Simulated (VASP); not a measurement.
All values below come from LDA (Ceperley-Alder, Perdew-Zunger), VASP's LDA PAW potentials (set 64) (plane waves; VASP).

VASP input:

### KPOINTS
```
Automatic mesh
0
Gamma
8 8 8
0 0 0
```

**POSCAR**
```
GaP
1.0
  0.0000000000   2.7258100000   2.7258100000
  2.7258100000   0.0000000000   2.7258100000
  2.7258100000   2.7258100000   0.0000000000
Ga P
1 1
Direct
  0.0000000000   0.0000000000   0.0000000000
  0.2500000000   0.2500000000   0.2500000000
```

INCAR:
```
! general
SYSTEM  = GaP
PREC    = Accurate
ENCUT   = 400
LREAL   = F   ! projection in real space or not
LASPH   = T   ! aspherical one-centre terms

! electronic loop
EDIFF   = 1E-6   ! SCF stop (eV)
NELM    = 100   ! most electronic steps
ALGO    = Normal   ! blocked Davidson
LMAXMIX = 4   ! l cut-off of mixed one-centre charges

! smearing
ISMEAR  = 0   ! Gaussian
SIGMA   = 0.05

! ions
IBRION  = 2   ! conjugate gradients
NSW     = 60   ! most ionic steps
ISIF    = 3   ! ions, shape and volume
EDIFFG  = -0.01

! output
LWAVE   = F
LCHARG  = F
```

POTCAR, in this order: Ga_d P (LDA.64 set). Program: vasp_std.

Energy and stress use the plane-wave basis of the starting cell.

Estimate the energy per atom (σ→0), volume per atom, band gap (on the k-mesh).

The energy per atom (σ→0) is -5.226 eV/atom and the band gap (on the k-mesh) is 1.43 eV. The volume per atom comes out as 19.57 Å³/atom.

OSZICAR:
```
...
DAV:   1    -0.105116693536E+02   -0.64337E-01   -0.79933E-01  1009   0.197E+01    0.143E+00
DAV:   2    -0.104648329382E+02    0.46836E-01   -0.82161E-02   954   0.690E+00    0.650E-01
DAV:   3    -0.104529124175E+02    0.11921E-01   -0.14855E-02  1009   0.268E+00    0.147E-01
DAV:   4    -0.104518520883E+02    0.10603E-02   -0.13371E-03   892   0.595E-01    0.609E-02
DAV:   5    -0.104516552724E+02    0.19682E-03   -0.96400E-05  1028   0.142E-01    0.208E-02
DAV:   6    -0.104516478386E+02    0.74338E-05   -0.10246E-05   912   0.571E-02    0.939E-03
DAV:   7    -0.104516476496E+02    0.18895E-06   -0.61766E-07   422   0.165E-02
   3 F= -.10451648E+02 E0= -.10451648E+02  d E =-.126568E-01
```

The structure comes from a computed database's GaP entry (F-43m); how it stands against other phases isn't given here. This run relaxes it. Symmetry was kept, so distortions that lower it aren't found.
